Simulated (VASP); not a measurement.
OSZICAR of a VASP run on LuP (space group P4_2/mmc):

OSZICAR:
```
       N       E                     dE             d eps       ncg     rms          rms(c)
DAV:   1     0.954853207915E+02    0.95485E+02   -0.10144E+04  1368   0.122E+03
DAV:   2    -0.129606141265E+02   -0.10845E+03   -0.10537E+03  1272   0.620E+02
DAV:   3    -0.240004145122E+02   -0.11040E+02   -0.10568E+02  1266   0.129E+02
DAV:   4    -0.246522209287E+02   -0.65181E+00   -0.62904E+00  1376   0.190E+01
DAV:   5    -0.246710550107E+02   -0.18834E-01   -0.18442E-01  1248   0.282E+00    0.347E+01
DAV:   6    -0.220832323287E+02    0.25878E+01   -0.73897E+00  1262   0.209E+01    0.219E+01
DAV:   7    -0.220226538566E+02    0.60578E-01   -0.20856E+00  1350   0.121E+01    0.349E+00
DAV:   8    -0.219467759677E+02    0.75878E-01   -0.10386E+00  1262   0.812E+00    0.136E+00
DAV:   9    -0.219297518761E+02    0.17024E-01   -0.10642E-01  1264   0.290E+00    0.489E-01
DAV:  10    -0.219299522679E+02   -0.20039E-03   -0.28517E-03  1160   0.428E-01    0.365E-01
DAV:  11    -0.219298229642E+02    0.12930E-03   -0.70802E-04  1272   0.290E-01    0.411E-02
DAV:  12    -0.219298263194E+02   -0.33551E-05   -0.22778E-05  1144   0.508E-02    0.189E-02
DAV:  13    -0.219298280075E+02   -0.16882E-05   -0.50790E-06   912   0.235E-02    0.119E-02
DAV:  14    -0.219298279509E+02    0.56654E-07   -0.30269E-07   522   0.164E-02
   1 F= -.21929828E+02 E0= -.21895249E+02  d E =-.691570E-01
```

**Question.** Which electronic solver shows in the log?

**Answer.** It is blocked Davidson (ALGO = Normal, or the opening steps of other solvers). The INCAR had ALGO = Normal.

**Question.** Can the final energy be trusted as converged?

**Answer.** The calculation finished and met its thresholds. It stopped with EDIFF = 1E-6, NELM = 100 (PBE GGA, plane waves, VASP's PBE PAW potentials (set 64)).

The structure was generated: LuP was put into an ordered model structure, which need not be its known phase. The cell was not relaxed at this level. The k-mesh is coarse (spacing up to 0.30 per Å, 2π included), so the numbers may not be converged in it.
